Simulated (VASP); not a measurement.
# NbWS4 (P-6m2) in VASP: density of states with PBE

Aim: the density of states of NbWS4 with PBE.

Everything below comes from runs of VASP 6.6.1. Logs are shortened: lines on timing, memory, paths and dates and some standing lists are left out, and cuts for length are marked.

**1. The crystal as given**

Symmetry: P-6m2, No. 187, hexagonal system. The conventional cell has a = 3.264 Å, b = 3.264 Å, c = 13.588 Å, α = 90.00°, β = 90.00°, γ = 120.00°. Nb (site symmetry -6m2) is surrounded by 6 S at 2.46 Å. W (site symmetry -6m2) is surrounded by 6 S at 2.44 Å. Around S (site symmetry 3m) lie 3 Nb at 2.46 Å. S (site symmetry 3m) is surrounded by 3 W at 2.44 Å.

The cell was built by a generator and needn't be a form met in nature.

**2. Density of states, PBE**

File POSCAR:

```
NbWS4
1.0
    3.2635670000      0.0000000000      0.0000000000
   -1.6317830000      2.8263320000      0.0000000000
    0.0000000000      0.0000000000     13.5877700000
Nb W S
1 1 4
Direct
    0.0000000000      0.0000000000      0.0000000000
    0.3333330000      0.6666670000      0.5000000000
    0.3333330000      0.6666670000      0.1169620000
    0.3333330000      0.6666670000      0.8830380000
    0.0000000000      0.0000000000      0.3864090000
    0.0000000000      0.0000000000      0.6135910000
```

File INCAR.step1:

```
  PREC = Accurate
  ENCUT = 520
  EDIFF = 1E-6
  ISMEAR = 0
  SIGMA = 0.1
  LREAL = F
  LASPH = T
  NELM = 60
  ALGO = Fast
  ISIF = 2
  LWAVE = F
  LCHARG = T
  LMAXMIX = 4
  GGA = PE
  NBANDS = 34
  KPAR = 2
```

File KPOINTS.step1:

```
Automatic mesh
0
Gamma
  10 10 4
```

File INCAR.step2:

```
  PREC = Accurate
  ENCUT = 520
  EDIFF = 1E-6
  ISMEAR = -5
  SIGMA = 0.1
  LREAL = F
  LASPH = T
  NELM = 60
  ALGO = Fast
  ISIF = 2
  LWAVE = F
  LCHARG = F
  LMAXMIX = 4
  GGA = PE
  LORBIT = 11
  NBANDS = 34
  KPAR = 2
  NEDOS = 2001
  ICHARG = 11
```

File KPOINTS.step2:

```
Automatic mesh
0
Gamma
  15 15 6
```

Potentials or basis: VASP PAW PBE potentials, release 64 (Nb_sv, W_sv, S).

On the command line:

```
cat potpaw_PBE.64/Nb_sv/POTCAR potpaw_PBE.64/W_sv/POTCAR potpaw_PBE.64/S/POTCAR > POTCAR
cp INCAR.step1 INCAR
cp KPOINTS.step1 KPOINTS
mpirun -np 2 vasp_std > vasp.out
cp INCAR.step2 INCAR
cp KPOINTS.step2 KPOINTS
mpirun -np 2 vasp_std > vasp.out
```

OUTCAR:

```text
PREC = Accurate
   ENCUT = 520
   EDIFF = 1E-6
   ISMEAR = -5
   LREAL = F
   LASPH = T
   NELM = 60
   ISIF = 2
   GGA = PE
   LORBIT = 11
   ICHARG = 11

 ion  position               nearest neighbor table
   1  0.000  0.000  0.000-   3 2.46   4 2.46   3 2.46   4 2.46   3 2.46   4 2.46
   2  0.333  0.667  0.500-   5 2.44   6 2.44   5 2.44   6 2.44   5 2.44   6 2.44
   3  0.333  0.667  0.117-   1 2.46   1 2.46   1 2.46
   4  0.333  0.667  0.883-   1 2.46   1 2.46   1 2.46
   5  0.000  0.000  0.386-   2 2.44   2 2.44   2 2.44
   6  0.000  0.000  0.614-   2 2.44   2 2.44   2 2.44

  LATTYP: Found a hexagonal cell.
 ALAT       =     3.2635670000
 C/A-ratio  =     4.1634720537

  Lattice vectors:

 A1 = (   3.2635670000,   0.0000000000,   0.0000000000)
 A2 = (  -1.6317830000,   2.8263320000,   0.0000000000)
 A3 = (   0.0000000000,   0.0000000000,  13.5877700000)

Analysis of symmetry for initial positions (statically):
=====================================================================
 Subroutine PRICEL returns:
 Original cell was already a primitive cell.

 Routine SETGRP: Setting up the symmetry group for a
 hexagonal supercell.

 Subroutine GETGRP returns: Found 12 space group operations
 (whereof 12 operations were pure point group operations)
 out of a pool of 24 trial point group operations.

The static configuration has the point symmetry D_3h.

Analysis of symmetry for dynamics (positions and initial velocities):
=====================================================================
 Subroutine PRICEL returns:
 Original cell was already a primitive cell.

 Routine SETGRP: Setting up the symmetry group for a
 hexagonal supercell.

 Subroutine GETGRP returns: Found 12 space group operations
 (whereof 12 operations were pure point group operations)
 out of a pool of 24 trial point group operations.

The dynamic configuration has the point symmetry D_3h.

 Subroutine INISYM returns: Found 12 space group operations
 (whereof 12 operations are pure point group operations),
 and found     1 'primitive' translations

----------------------------------------------------------------------------------------

                                     Primitive cell

  volume of cell :     125.3326

  direct lattice vectors                    reciprocal lattice vectors
     3.263567000  0.000000000  0.000000000     0.306413198  0.176907683  0.000000000
    -1.631783000  2.826332000  0.000000000     0.000000000  0.353815475  0.000000000
     0.000000000  0.000000000 13.587770000     0.000000000  0.000000000  0.073595594

  length of vectors
     3.263567000  3.263566812 13.587770000     0.353815455  0.353815475  0.073595594

  position of ions in fractional coordinates (direct lattice)
     0.000000000  0.000000000  0.000000000
     0.333333000  0.666667000  0.500000000
     0.333333000  0.666667000  0.116962000
     0.333333000  0.666667000  0.883038000
     0.000000000  0.000000000  0.386409000
     0.000000000  0.000000000  0.613591000

  ion indices of the primitive-cell ions
   primitive index   ion index
                 1           1
                 2           2
                 3           3
                 4           4
                 5           5
                 6           6

----------------------------------------------------------------------------------------

 KPOINTS: Automatic mesh

Automatic generation of k-mesh.
 Grid dimensions read from file:
 generate k-points for:   15   15    6

 Generating k-lattice:

  Cartesian coordinates                     Fractional coordinates (reciprocal lattice)
     0.020427547  0.011793846  0.000000000     0.066666667  0.000000000  0.000000000
     0.000000000  0.023587698  0.000000000     0.000000000  0.066666667  0.000000000
     0.000000000  0.000000000  0.012265932     0.000000000  0.000000000  0.166666667

  Length of vectors
     0.023587697  0.023587698  0.012265932

  Shift w.r.t. Gamma in fractional coordinates (k-lattice)
     0.000000000  0.000000000  0.000000000

 TETIRR: Found   1374 inequivalent tetrahedra from     8100

 Subroutine IBZKPT returns following result:
 ===========================================

 Found    108 irreducible k-points:

 Following reciprocal coordinates:
            Coordinates               Weight
  0.000000  0.000000  0.000000      1.000000
  0.066667  0.000000  0.000000      6.000000
  0.133333  0.000000  0.000000      6.000000
  0.200000  0.000000  0.000000      6.000000
  0.266667  0.000000  0.000000      6.000000
  0.333333  0.000000  0.000000      6.000000
[... 16 lines left out ...]
  0.333333  0.200000  0.000000     12.000000
  0.400000  0.200000  0.000000      6.000000
 [... further k-points ...]
   k-points           NKPTS =    108   k-points in BZ     NKDIM =    108   number of bands    NBANDS=     34
   number of dos      NEDOS =   2001   number of ions     NIONS =      6
   total plane-waves  NPLWV =  62208
   dimension x,y,z NGX =    24 NGY =   24 NGZ =  108
   dimension x,y,z NGXF=    48 NGYF=   48 NGZF=  216
   ions per type =               1   1   4
   NGX,Y,Z   is equivalent  to a cutoff of  12.23, 12.23, 13.21 a.u.
   NGXF,Y,Z  is equivalent  to a cutoff of  24.45, 24.45, 26.43 a.u.
 SYSTEM =  unknown system
   PREC   = accura    normal or accurate (medium, high low for compatibility)
   ISTART =      0    job   : 0-new  1-cont  2-samecut
   ICHARG =     11    charge: 1-file 2-atom 10-const
   ISPIN  =      1    spin polarized calculation?
   LNONCOLLINEAR =      F non collinear calculations
   LSORBIT =      F    spin-orbit coupling
   LASPH  =      T    aspherical Exc in radial PAW
   ENCUT  =  520.0 eV  38.22 Ry    6.18 a.u.   6.07  6.07 25.26*2*pi/ulx,y,z
   NELM   =     60;   NELMIN=  2; NELMDL=  0     # of ELM steps
   EDIFF  = 0.1E-05   stopping-criterion for ELM
   LREAL  =      F    real-space projection
   EDIFFG = 0.1E-04   stopping-criterion for IOM
   NSW    =      0    number of steps for IOM
   IBRION =     -1    ionic relax: 0-MD 1-quasi-New 2-CG
   NFREE  =      0    steps in history (QN), initial steepest desc. (CG)
   ISIF   =      2    stress and relaxation
   ISYM   =      2    0-nonsym 1-usesym 2-fastsym
   POTIM  = 0.5000    time-step for ionic-motion
   TEBEG  =    0.0;   TEEND  =   0.0 temperature during run
   PSTRESS=    0.0 pullay stress
   NELECT =      51.0000    total number of electrons
   NUPDOWN=      -1.0000    fix difference up-down
   EMIN   =  10.00;   EMAX   =-10.00  energy-range for DOS
   EFERMI =   0.00;   METHOD = LEGACY
   ISMEAR =    -5;   SIGMA  =   0.10  broadening in eV -4-tet -1-fermi 0-gaus
   EFERMI_NEDOS =   21; number of points for ismear=-14 and -15
   IALGO  =     68    algorithm
   IMIX   =      4    mixing-type and parameters
     AMIX     =   0.40;   BMIX     =  1.00
     AMIX_MAG =   1.60;   BMIX_MAG =  1.00
  volume/ion in A,a.u.               =      20.89       140.96
  Fermi-wavevector in a.u.,A,eV,Ry     =   1.213138  2.292499 20.023751  1.471704
  Thomas-Fermi vector in A             =   2.348600
   LORBIT       =     11    0 simple, 1 ext, 2 COOP (PROOUT), +10 PAW based schemes
   GGA     = PE    functional components
   LHFCALC =     F    Hartree Fock is set to
   AEXX    =    0.0000 exact exchange contribution
   IVDW    =     0    specifies the selected vdW correction
   LEPSILON=     F    determine dielectric tensor
   LRPA    =     F    only Hartree local field effects (RPA)
 non-spin polarized calculation
 RMM-DIIS sequential band-by-band and
 Fermi weights with tetrahedron method with Bloechl corrections
  energy-cutoff  :      520.00
  volume of cell :      125.33
 maximum number of plane-waves:      3426

 number of electron      51.0000001 magnetization

 Free energy of the ion-electron system (eV)
  ---------------------------------------------------
  ext. energy  EPLUGINS =         0.00000000
  ---------------------------------------------------
  free energy    TOTEN  =       -45.22336544 eV

  energy without entropy =      -45.22336544  energy(sigma->0) =      -45.22336544

 E-fermi :   5.2606     XC(G=0):  -9.8751

 val. band max:        5.2482386157   @ k =   0.4667   0.0667   0.5000
 cond. band min:       5.2684876321   @ k =   0.2000   0.0667   0.0000
 fundamental gap:      0.0202490164
 Fermi energy:         5.2605968730

 k-point     1 :       0.0000    0.0000    0.0000
  band No.  band energies     occupation
      1     -69.1146      2.00000
      2     -49.5576      2.00000
      3     -33.2974      2.00000
      4     -33.2168      2.00000
      5     -33.2168      2.00000
      6     -25.6738      2.00000
[... 26 lines left out ...]
     33       8.5437      0.00000
     34       8.5530      0.00000

 k-point     2 :       0.0667    0.0000    0.0000
  band No.  band energies     occupation
      1     -69.1141      2.00000
      2     -49.5556      2.00000
      3     -33.2954      2.00000
      4     -33.2280      2.00000
      5     -33.2194      2.00000
      6     -25.6695      2.00000
[... 26 lines left out ...]
     33       8.4946      0.00000
     34       8.5824      0.00000

 k-point     3 :       0.1333    0.0000    0.0000
  band No.  band energies     occupation
      1     -69.1127      2.00000
      2     -49.5499      2.00000
      3     -33.2898      2.00000
      4     -33.2595      2.00000
      5     -33.2268      2.00000
      6     -25.6573      2.00000
[... 26 lines left out ...]
     33       8.3922      0.00000
     34       8.8949      0.00000

 k-point     4 :       0.2000    0.0000    0.0000
  band No.  band energies     occupation
      1     -69.1106      2.00000
      2     -49.5415      2.00000
      3     -33.3055      2.00000
      4     -33.2816      2.00000
      5     -33.2377      2.00000
      6     -25.6393      2.00000
[... 26 lines left out ...]
     33       8.6234      0.00000
     34       9.2872      0.00000

 k-point     5 :       0.2667    0.0000    0.0000
  band No.  band energies     occupation
      1     -69.1082      2.00000
      2     -49.5318      2.00000
      3     -33.3580      2.00000
      4     -33.2721      2.00000
      5     -33.2502      2.00000
      6     -25.7074      2.00000
[... 621 lines left out ...]
 k-point    22 :       0.2667    0.2000    0.0000
  band No.  band energies     occupation
      1     -69.1038      2.00000
      2     -49.5135      2.00000
      3     -33.4209      2.00000
      4     -33.3095      2.00000
      5     -33.2542      2.00000
      6     -25.8201      2.00000
[... 26 lines left out ...]
     33       9.7759      0.00000
     34      10.4620      0.00000

 k-point    23 :       0.3333    0.2000    0.0000
  band No.  band energies     occupation
      1     -69.1026      2.00000
      2     -49.5089      2.00000
      3     -33.4358      2.00000
      4     -33.3253      2.00000
      5     -33.2496      2.00000
      6     -25.8469      2.00000
[... 26 lines left out ...]
     33       9.7738      0.00000
     34      10.4823      0.00000

 k-point    24 :       0.4000    0.2000    0.0000
  band No.  band energies     occupation
      1     -69.1022      2.00000
      2     -49.5072      2.00000
      3     -33.4409      2.00000
      4     -33.3311      2.00000
      5     -33.2480      2.00000
      6     -25.8559      2.00000
[... 26 lines left out ...]
     33       9.7576      0.00000
     34      10.4661      0.00000

 [... further k-points ...]
[... 5 lines left out ...]
  --------------------------------------------------------------------------------------
  -------------------------------------------------------------------------------------
  Total       -0.0214625     -0.0214625     -0.0255037     -0.0000000      0.0000000      0.0000000
  in kB       -0.2743637     -0.2743637     -0.3260240     -0.0000000      0.0000000      0.0000000
  external PRESSURE =      -0.2915838 kB  Pullay stress =       0.0000000 kB

 VOLUME and BASIS-vectors are now :
 -----------------------------------------------------------------------------
  energy-cutoff  :      520.00
  volume of cell :      125.33
      direct lattice vectors                 reciprocal lattice vectors
     3.263567000  0.000000000  0.000000000     0.306413198  0.176907683  0.000000000
    -1.631783000  2.826332000  0.000000000     0.000000000  0.353815475  0.000000000
     0.000000000  0.000000000 13.587770000     0.000000000  0.000000000  0.073595594

 POSITION                                       TOTAL-FORCE (eV/Angst)
 -----------------------------------------------------------------------------------
      0.00000      0.00000      0.00000         0.000000     -0.000000      0.000000
     -0.00000      1.88422      6.79389        -0.000000     -0.000000      0.000000
     -0.00000      1.88422      1.58925         0.000000      0.000000     -0.028260
     -0.00000      1.88422     11.99852        -0.000000      0.000000      0.028260
      0.00000      0.00000      5.25044        -0.000000     -0.000000     -0.002775
      0.00000      0.00000      8.33733        -0.000000     -0.000000      0.002775
 -----------------------------------------------------------------------------------
    total drift:                                0.003439     -0.001984     -0.000000

  FREE ENERGIE OF THE ION-ELECTRON SYSTEM (eV)
  ---------------------------------------------------
  free  energy   TOTEN  =       -45.2233654445 eV

  energy  without entropy=      -45.2233654445  energy(sigma->0) =      -45.22336544

 total charge

# of ion       s       p       d       tot
------------------------------------------
    1        2.167   6.054   2.378  10.599
    2        2.314   6.300   3.316  11.930
    3        1.357   2.371   0.000   3.728
    4        1.357   2.371   0.000   3.728
    5        1.358   2.346   0.000   3.704
    6        1.358   2.346   0.000   3.704
--------------------------------------------------
tot          9.909  21.789   5.694  37.393
```

It took 4.3 min on 2 MPI ranks of Intel Xeon 6975P-C (Granite Rapids), shared host; peak memory 0.52 GiB.

Results:

| Item | Value |
| --- | --- |
| Valence electrons inside the program's atomic spheres | Nb 10.60; W 11.93; S 3.73, 3.70 |

States per cell in windows of 1 eV (zero at the Fermi level; states under -8 eV left out):
```csv
from (eV),total,W2_d,Nb1_d,S5_p,S6_p,S3_p,S4_p
-8.0,0.00,0.00,0.00,0.00,0.00,0.00,0.00
-7.0,0.63,0.06,0.00,0.09,0.09,0.00,0.00
-6.0,2.58,0.38,0.04,0.33,0.33,0.07,0.07
-5.0,5.22,0.44,0.38,0.42,0.42,0.42,0.42
-4.0,5.51,0.71,0.35,0.52,0.52,0.45,0.45
-3.0,5.31,0.54,0.56,0.53,0.53,0.51,0.51
-2.0,5.33,0.43,0.48,0.40,0.40,0.71,0.71
-1.0,3.08,0.67,0.56,0.10,0.10,0.24,0.24
0.0,0.99,0.01,0.48,0.00,0.00,0.07,0.07
1.0,0.59,0.34,0.01,0.03,0.03,0.00,0.00
2.0,5.49,2.35,0.72,0.32,0.32,0.10,0.10
3.0,6.13,0.97,2.37,0.18,0.18,0.28,0.28
4.0,3.27,0.67,0.84,0.17,0.17,0.18,0.18
5.0,0.66,0.02,0.26,0.01,0.01,0.05,0.05
6.0,0.02,0.00,0.01,0.00,0.00,0.00,0.00
7.0,0.00,0.00,0.00,0.00,0.00,0.00,0.00
```

Caveat: this functional lacks dispersion, which binds the layers, so the pressure and a relaxed spacing across them are unreliable; tetrahedron occupations give inexact forces and stress in metals. The run has no spin-orbit coupling, so splittings on W are missing.
